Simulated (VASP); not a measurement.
# MnRuN2 (P4/mmm) in VASP: relaxation of cell and atoms with PBE

Aim: the relaxation of cell and atoms of MnRuN2 with PBE.

Everything below comes from runs of VASP 6.6.1. Logs are shortened: lines on timing, memory, paths and dates and some standing lists are left out, and cuts for length are marked.

## 1. Starting point

Symmetry: P4/mmm, No. 123, tetragonal system. Conventional cell: a = 3.071 Å, b = 3.071 Å, c = 4.294 Å, α = 90.00°, β = 90.00°, γ = 90.00°. Mn (site symmetry 4/mmm) is surrounded by 6 N at 2.15 to 2.17 Å. Ru (site symmetry 4/mmm) has 6 N at 2.15 to 2.17 Å as nearest neighbours. Around N (site symmetry 4/mmm) lie 2 Mn at 2.15 Å and 4 Ru at 2.17 Å. Around N (site symmetry 4/mmm) lie 2 Ru at 2.15 Å and 4 Mn at 2.17 Å.

The cell was built by a generator and needn't be a form met in nature.

## 2. Relaxation of cell and atoms, PBE, collinear spin, ferromagnetic start

Contents of INCAR:

```
SYSTEM = MnRuN2
  ALGO = Fast
  EDIFF = 1E-4
  EDIFFG = -0.08
  ENCUT = 520
  GGA = PE
  IBRION = 2
  ISIF = 3
  ISMEAR = 0
  ISPIN = 2
  LASPH = .True.
  LCHARG = .False.
  LMAXMIX = 4
  LORBIT = 11
  LREAL = .False.
  LWAVE = .False.
  MAGMOM = 4 1 0 0
  NELM = 60
  NSW = 24
  PREC = Normal
  SIGMA = 0.15
```

Contents of KPOINTS:

```
k-points
0
Gamma
  5 5 4
  0 0 0
```

Contents of POSCAR:

```
MnRuN2
1.0
    3.0708919900      0.0000000000      0.0000000000
    0.0000000000      3.0708919900      0.0000000000
    0.0000000000      0.0000000000      4.2939920100
Mn Ru N
1 1 2
Direct
    0.0000000000      0.0000000000      0.5000000000
    0.5000000000      0.5000000000      0.0000000000
    0.0000000000      0.0000000000      0.0000000000
    0.5000000000      0.5000000000      0.5000000000
```

Potentials or basis: VASP PAW PBE potentials, release 64 (Mn_pv, Ru_pv, N).

The run is started by

```
$ cat potpaw_PBE.64/Mn_pv/POTCAR potpaw_PBE.64/Ru_pv/POTCAR potpaw_PBE.64/N/POTCAR > POTCAR
$ mpirun -np 1 vasp_std > vasp.out
```

OUTCAR:

```text
SYSTEM = MnRuN2
   EDIFF = 1E-4
   EDIFFG = -0.08
   ENCUT = 520
   GGA = PE
   IBRION = 2
   ISIF = 3
   ISMEAR = 0
   ISPIN = 2
   LASPH = .True.
   LORBIT = 11
   LREAL = .False.
   NELM = 60
   NSW = 24
   PREC = Normal

 ion  position               nearest neighbor table
   1  0.000  0.000  0.500-   3 2.15   3 2.15   4 2.17   4 2.17   4 2.17   4 2.17   2 3.05   2 3.05
                             2 3.05   2 3.05   2 3.05   2 3.05   2 3.05   2 3.05
   2  0.500  0.500  0.000-   4 2.15   4 2.15   3 2.17   3 2.17   3 2.17   3 2.17   1 3.05   1 3.05
                             1 3.05   1 3.05   1 3.05   1 3.05   1 3.05   1 3.05
   3  0.000  0.000  0.000-   1 2.15   1 2.15   2 2.17   2 2.17   2 2.17   2 2.17
   4  0.500  0.500  0.500-   2 2.15   2 2.15   1 2.17   1 2.17   1 2.17   1 2.17

  LATTYP: Found a simple tetragonal cell.
 ALAT       =     3.0708919900
 C/A-ratio  =     1.3982881925

  Lattice vectors:

 A1 = (   3.0708919900,   0.0000000000,   0.0000000000)
 A2 = (   0.0000000000,   3.0708919900,   0.0000000000)
 A3 = (   0.0000000000,   0.0000000000,   4.2939920100)

Analysis of symmetry for initial positions (statically):
=====================================================================
 Subroutine PRICEL returns:
 Original cell was already a primitive cell.

 Routine SETGRP: Setting up the symmetry group for a
 simple tetragonal supercell.

 Subroutine GETGRP returns: Found 16 space group operations
 (whereof 16 operations were pure point group operations)
 out of a pool of 16 trial point group operations.

The static configuration has the point symmetry D_4h.

Analysis of symmetry for dynamics (positions and initial velocities):
=====================================================================
 Subroutine PRICEL returns:
 Original cell was already a primitive cell.

 Routine SETGRP: Setting up the symmetry group for a
 simple tetragonal supercell.

 Subroutine GETGRP returns: Found 16 space group operations
 (whereof 16 operations were pure point group operations)
 out of a pool of 16 trial point group operations.

The dynamic configuration has the point symmetry D_4h.

Analysis of structural, dynamic, and magnetic symmetry:
=====================================================================
 Subroutine PRICEL returns:
 Original cell was already a primitive cell.

 Routine SETGRP: Setting up the symmetry group for a
 simple tetragonal supercell.

 Subroutine GETGRP returns: Found 16 space group operations
 (whereof 16 operations were pure point group operations)
 out of a pool of 16 trial point group operations.

The overall configuration has the point symmetry D_4h.

 Subroutine INISYM returns: Found 16 space group operations
 (whereof 16 operations are pure point group operations),
[... 102 lines left out ...]
   TEBEG  =    0.0;   TEEND  =   0.0 temperature during run
   PSTRESS=    0.0 pullay stress
   NELECT =      37.0000    total number of electrons
   NUPDOWN=      -1.0000    fix difference up-down
   EMIN   =  10.00;   EMAX   =-10.00  energy-range for DOS
   EFERMI =   0.00;   METHOD = LEGACY
   ISMEAR =     0;   SIGMA  =   0.15  broadening in eV -4-tet -1-fermi 0-gaus
   EFERMI_NEDOS =   21; number of points for ismear=-14 and -15
   IALGO  =     68    algorithm
   IMIX   =      4    mixing-type and parameters
     AMIX     =   0.40;   BMIX     =  1.00
     AMIX_MAG =   1.60;   BMIX_MAG =  1.00
  volume/ion in A,a.u.               =      10.12        68.32
  Fermi-wavevector in a.u.,A,eV,Ry     =   1.588591  3.002001 34.335933  2.523620
  Thomas-Fermi vector in A             =   2.687571
   LORBIT       =     11    0 simple, 1 ext, 2 COOP (PROOUT), +10 PAW based schemes
   GGA     = PE    functional components
   LHFCALC =     F    Hartree Fock is set to
   AEXX    =    0.0000 exact exchange contribution
   IVDW    =     0    specifies the selected vdW correction
   LEPSILON=     F    determine dielectric tensor
   LRPA    =     F    only Hartree local field effects (RPA)
 conjugate gradient relaxation of ions
 spin polarized calculation
 RMM-DIIS sequential band-by-band and
 Gauss-broadening in eV      SIGMA  =   0.15
  energy-cutoff  :      520.00
  volume of cell :       40.49
 maximum number of plane-waves:      1112
   NGX = 11   NGY = 11   NGZ = 15

--------------------------------------- Ionic step        1  -------------------------------------------

 number of electron      37.0000024 magnetization       2.5676456

 Free energy of the ion-electron system (eV)
  ---------------------------------------------------
  ext. energy  EPLUGINS =         0.00000000
  ---------------------------------------------------
  free energy    TOTEN  =       -33.57074359 eV

  energy without entropy =      -33.53385690  energy(sigma->0) =      -33.55230025

 E-fermi :   9.7957     XC(G=0): -13.0825

 val. band max:        9.7865442059   @ k =   0.2000   0.2000   0.2500
 cond. band min:       9.8355226896   @ k =   0.2000   0.2000   0.0000
 fundamental gap:      0.0489784836
 Fermi energy:         9.7956604957

 spin component 1

 k-point     1 :       0.0000    0.0000    0.0000
  band No.  band energies     occupation
      1     -40.7288      1.00000
      2     -40.5958      1.00000
      3     -40.5958      1.00000
      4     -33.1372      1.00000
      5     -33.1209      1.00000
      6     -33.1209      1.00000
[... 1189 lines left out ...]
--------------------------------------- Ionic step        6  -------------------------------------------

 number of electron      36.9999930 magnetization       2.6949148

 Free energy of the ion-electron system (eV)
  ---------------------------------------------------
  ext. energy  EPLUGINS =         0.00000000
  ---------------------------------------------------
  free energy    TOTEN  =       -33.68375736 eV

  energy without entropy =      -33.64744083  energy(sigma->0) =      -33.66559910

 E-fermi :  10.7413     XC(G=0): -13.4391

 val. band max:       10.7335227082   @ k =   0.2000   0.0000   0.2500
 cond. band min:      10.7552992456   @ k =   0.4000   0.2000   0.5000
 fundamental gap:      0.0217765374
 Fermi energy:        10.7412575645

 spin component 1

 k-point     1 :       0.0000    0.0000    0.0000
  band No.  band energies     occupation
      1     -39.7830      1.00000
      2     -39.6264      1.00000
      3     -39.6264      1.00000
      4     -32.3988      1.00000
      5     -32.3988      1.00000
      6     -32.3779      1.00000
[... 1031 lines left out ...]
  FREE ENERGIE OF THE ION-ELECTRON SYSTEM (eV)
  ---------------------------------------------------
  free  energy   TOTEN  =       -33.6837573640 eV

  energy  without entropy=      -33.6474408323  energy(sigma->0) =      -33.66559910

 reached required accuracy - stopping structural energy minimisation

 total charge

# of ion       s       p       d       tot
------------------------------------------
    1        0.272   6.285   5.026  11.583
    2        0.292   6.287   6.012  12.591
    3        1.237   2.438   0.000   3.675
    4        1.238   2.424   0.000   3.663
--------------------------------------------------
tot          3.040  17.434  11.038  31.512

 magnetization (x)

# of ion       s       p       d       tot
------------------------------------------
    1        0.025   0.018   3.176   3.220
    2        0.002  -0.002  -0.490  -0.491
    3        0.003  -0.077   0.000  -0.073
    4        0.004  -0.014   0.000  -0.009
--------------------------------------------------
tot          0.035  -0.074   2.686   2.647
```

Run time: 55 s. Hardware: 1 thread of Intel Xeon 6975P-C (Granite Rapids), shared host; peak memory 0.15 GiB.

What came out:

```
Free energy                                           : -33.6838 eV
Relaxed volume                                        : 9.54 Å³/atom
Relaxed cell                                          : a = 2.973 Å, b = 2.973 Å, c = 4.315 Å, α = 90.00°, β = 90.00°, γ = 90.00°
Space group after relaxing (to 0.05 Å)                : P4/mmm (No. 123)
Energy gained by relaxing                             : 28.3 meV/atom
Ionic steps                                           : 6
Pressure after relaxing                               : 0.4 GPa
Band gap on the k mesh                                : none (metal or under the smearing width)
Net moment                                            : 2.69 μB per cell
Site moments                                          : Mn +3.22; Ru -0.49; N -0.07, -0.01 μB
Valence electrons inside the program's atomic spheres : Mn 11.58; Ru 12.59; N 3.67, 3.66
```

Step by step:
```
step  energy change (eV)  largest force (eV/Å)  pressure (GPa)  volume (Å³)
   1              0.0000                0.0000          -12.41        40.49
   2             -0.0267                0.0000           15.10        36.06
   3             -0.1064                0.0000            0.56        38.00
   4             -0.1064                0.0000            0.38        38.05
   5             -0.1119                0.0000           -0.01        38.09
   6             -0.1130                0.0000            0.40        38.15
```

Final structure:
```
CELL_PARAMETERS angstrom
2.97318 0.00000 0.00000
0.00000 2.97318 0.00000
0.00000 0.00000 4.31518
ATOMIC_POSITIONS crystal
Mn 0.00000 0.00000 0.50000
Ru 0.50000 0.50000 0.00000
N 0.00000 0.00000 0.00000
N 0.50000 0.50000 0.50000
```

Levels at points of the mesh, in eV from the Fermi level:
Spin up:
| k point | band 16 | band 17 | band 18 | band 19 | band 20 | band 21 | band 22 | band 23 | band 24 | band 25 |
| --- | --- | --- | --- | --- | --- | --- | --- | --- | --- | --- |
| (0.00, 0.00, 0.00) | -2.45 | -2.35 | -1.97 | -1.97 | -1.94 | -1.24 | -0.74 | -0.74 | 0.89 | 4.49 |
| (0.00, 0.00, 0.50) | -3.66 | -2.23 | -1.46 | -1.46 | -1.38 | 0.11 | 0.32 | 0.32 | 2.52 | 7.58 |
Spin down:
| k point | band 15 | band 16 | band 17 | band 18 | band 19 | band 20 |
| --- | --- | --- | --- | --- | --- | --- |
| (0.00, 0.00, 0.00) | -2.02 | -2.02 | -2.02 | -1.65 | -1.17 | -0.96 |
| (0.00, 0.00, 0.50) | -3.20 | -1.58 | -1.30 | 0.05 | 0.05 | 0.36 |

Caveat: the k mesh is coarse (spacing up to 0.41 Å⁻¹), so the values aren't converged; a cell with one magnetic atom can't hold antiferromagnetic order, which such compounds often take; the relaxation stopped at a loose force limit of 0.08 eV/Å, so its end isn't a converged minimum. With open d or f shells a metallic result of PBE can be an artefact of self-interaction; +U or a hybrid may open a gap.
